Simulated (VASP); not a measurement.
A run of VASP 6.6.1 is set up as follows.

Contents of POSCAR:

```
Na3AlO3
1.0
    2.9430780000     -6.3898000000      0.0000000000
    2.9430780000      6.3898000000      0.0000000000
   -1.4155620000      0.0000000000      5.3391790000
Na Al O
6 2 6
Direct
    0.7598130000      0.2401870000      0.5000000000
    0.2401870000      0.7598130000      0.5000000000
    0.2335740000      0.2335740000      0.4707550000
    0.7664260000      0.7664260000      0.5292450000
    0.6667810000      0.3332190000      0.0000000000
    0.3332190000      0.6667810000      0.0000000000
    0.0997370000      0.9002630000      0.0000000000
    0.9002630000      0.0997370000      0.0000000000
    0.9599220000      0.6265420000      0.7660520000
    0.3734580000      0.0400780000      0.2339480000
    0.8567730000      0.8567730000      0.1512260000
    0.6265420000      0.9599220000      0.7660520000
    0.0400780000      0.3734580000      0.2339480000
    0.1432270000      0.1432270000      0.8487740000
```

File INCAR.step1:

```
SYSTEM = Na3AlO3
PREC     = Accurate       ! precision mode
ENCUT    = 520            ! plane-wave cutoff, eV
EDIFF    = 1E-6           ! SCF threshold, eV
ISMEAR   = 0              ! smearing method
SIGMA    = 0.03           ! smearing width, eV
LREAL    = .FALSE.        ! projectors in reciprocal space
LASPH    = .TRUE.         ! aspherical terms in the spheres
NELM     = 80             ! most SCF steps
ALGO     = Fast           ! electronic algorithm
ISIF     = 2              ! what is computed and relaxed
LWAVE    = .FALSE.        ! write WAVECAR
LCHARG   = .TRUE.         ! write CHGCAR
GGA      = PE             ! functional
KPAR     = 4
```

File KPOINTS.step1:

```
regular mesh
0
G
  6 6 6
  0 0 0
```

Contents of INCAR.step2:

```
SYSTEM = Na3AlO3
PREC     = Accurate       ! precision mode
ENCUT    = 520            ! plane-wave cutoff, eV
EDIFF    = 1E-6           ! SCF threshold, eV
ISMEAR   = 0              ! smearing method
SIGMA    = 0.05           ! smearing width, eV
LREAL    = .FALSE.        ! projectors in reciprocal space
LASPH    = .TRUE.         ! aspherical terms in the spheres
NELM     = 80             ! most SCF steps
ALGO     = Fast           ! electronic algorithm
ISIF     = 2              ! what is computed and relaxed
LWAVE    = .FALSE.        ! write WAVECAR
LCHARG   = .FALSE.        ! write CHGCAR
GGA      = PE             ! functional
KPAR     = 4            
ICHARG   = 11             ! starting density
```

Contents of KPOINTS.step2:

```
path GYFHZIF1,H1Y1XGN,MG
15
line-mode
reciprocal
 0.0000000000  0.0000000000  0.0000000000  G
 0.3030357877  0.3030357877 -0.5255091593  Y

 0.3030357877  0.3030357877 -0.5255091593  Y
 0.3585347896  0.3585347896 -0.4319580466  F

 0.3585347896  0.3585347896 -0.4319580466  F
 0.2475367857  0.2475367857  0.3809397279  H

 0.2475367857  0.2475367857  0.3809397279  H
 0.0000000000  0.0000000000  0.5000000000  Z

 0.0000000000  0.0000000000  0.5000000000  Z
 0.5000000000 -0.5000000000  0.5000000000  I

 0.5000000000 -0.5000000000  0.5000000000  I
 0.6414652104 -0.3585347896  0.4319580466  F1

 0.7524632143 -0.2475367857 -0.3809397279  H1
 0.6969642123 -0.3030357877 -0.4744908407  Y1

 0.6969642123 -0.3030357877 -0.4744908407  Y1
 0.5000000000 -0.5000000000  0.0000000000  X

 0.5000000000 -0.5000000000  0.0000000000  X
 0.0000000000  0.0000000000  0.0000000000  G

 0.0000000000  0.0000000000  0.0000000000  G
 0.5000000000  0.0000000000 -0.5000000000  N

 0.5000000000  0.0000000000  0.0000000000  M
 0.0000000000  0.0000000000  0.0000000000  G
```

Potentials or basis: VASP PAW PBE potentials, release 64 (Na_pv, Al, O).

Command:

```bash
$ cat potpaw_PBE.64/Na_pv/POTCAR potpaw_PBE.64/Al/POTCAR potpaw_PBE.64/O/POTCAR > POTCAR
$ cp INCAR.step1 INCAR
$ cp KPOINTS.step1 KPOINTS
$ mpirun -np 4 vasp_std > vasp.out
$ cp INCAR.step2 INCAR
$ cp KPOINTS.step2 KPOINTS
$ mpirun -np 4 vasp_std > vasp.out
```

Task: What does it give for the band gap along the path?

Result: 2.52 eV, indirect (least direct gap 2.54 eV).

Task: Estimate the band gap on the k mesh.

Result: 2.51 eV, indirect (least direct gap 2.54 eV).

Levels at the corners of the path, in eV from the valence-band top:
| point | band 38 | band 39 | band 40 | band 41 | band 42 | band 43 | band 44 | band 45 | band 46 | band 47 |
| --- | --- | --- | --- | --- | --- | --- | --- | --- | --- | --- |
| Γ | -0.54 | -0.32 | -0.28 | -0.16 | -0.03 | 2.52 | 5.78 | 6.03 | 6.33 | 6.99 |
| Y | -0.44 | -0.27 | -0.14 | -0.06 | -0.01 | 4.55 | 5.65 | 5.94 | 6.75 | 6.97 |
| Y | -0.44 | -0.27 | -0.14 | -0.06 | -0.01 | 4.55 | 5.65 | 5.94 | 6.75 | 6.97 |
| F | -0.40 | -0.32 | -0.15 | -0.12 | -0.05 | 4.69 | 5.71 | 5.95 | 6.39 | 6.44 |
| F | -0.40 | -0.32 | -0.15 | -0.12 | -0.05 | 4.69 | 5.71 | 5.95 | 6.39 | 6.44 |
| H | -0.50 | -0.33 | -0.15 | -0.05 | -0.01 | 4.54 | 5.69 | 5.98 | 6.15 | 7.34 |
| H | -0.50 | -0.33 | -0.15 | -0.05 | -0.01 | 4.54 | 5.69 | 5.98 | 6.15 | 7.34 |
| Z | -0.57 | -0.55 | -0.24 | -0.07 | -0.03 | 4.35 | 4.57 | 6.80 | 6.88 | 7.00 |
| Z | -0.57 | -0.55 | -0.24 | -0.07 | -0.03 | 4.35 | 4.57 | 6.80 | 6.88 | 7.00 |
| I | -0.39 | -0.38 | -0.18 | -0.14 | -0.10 | 4.79 | 5.46 | 5.67 | 6.12 | 6.88 |
| I | -0.39 | -0.38 | -0.18 | -0.14 | -0.10 | 4.79 | 5.46 | 5.67 | 6.12 | 6.88 |
| F1 | -0.40 | -0.32 | -0.15 | -0.12 | -0.05 | 4.69 | 5.71 | 5.95 | 6.39 | 6.44 |
| H1 | -0.50 | -0.33 | -0.15 | -0.05 | -0.01 | 4.54 | 5.69 | 5.98 | 6.15 | 7.34 |
| Y1 | -0.44 | -0.27 | -0.14 | -0.06 | -0.01 | 4.55 | 5.65 | 5.94 | 6.75 | 6.97 |
| Y1 | -0.44 | -0.27 | -0.14 | -0.06 | -0.01 | 4.55 | 5.65 | 5.94 | 6.75 | 6.97 |
| X | -0.65 | -0.23 | -0.15 | -0.12 | -0.07 | 3.77 | 4.42 | 6.17 | 6.77 | 7.01 |
| X | -0.65 | -0.23 | -0.15 | -0.12 | -0.07 | 3.77 | 4.42 | 6.17 | 6.77 | 7.01 |
| Γ | -0.54 | -0.32 | -0.28 | -0.16 | -0.03 | 2.52 | 5.78 | 6.03 | 6.33 | 6.99 |
| Γ | -0.54 | -0.32 | -0.28 | -0.16 | -0.03 | 2.52 | 5.78 | 6.03 | 6.33 | 6.99 |
| N | -0.39 | -0.36 | -0.23 | -0.01 | -0.01 | 4.47 | 5.59 | 6.44 | 6.50 | 7.06 |
| M | -0.45 | -0.38 | -0.34 | -0.11 | -0.08 | 4.40 | 4.84 | 6.28 | 6.41 | 7.06 |
| Γ | -0.54 | -0.32 | -0.28 | -0.16 | -0.03 | 2.52 | 5.78 | 6.03 | 6.33 | 6.99 |

Caveat: the log is that of the step along the path at fixed density, whose energy, stress, charges and moments have no meaning.
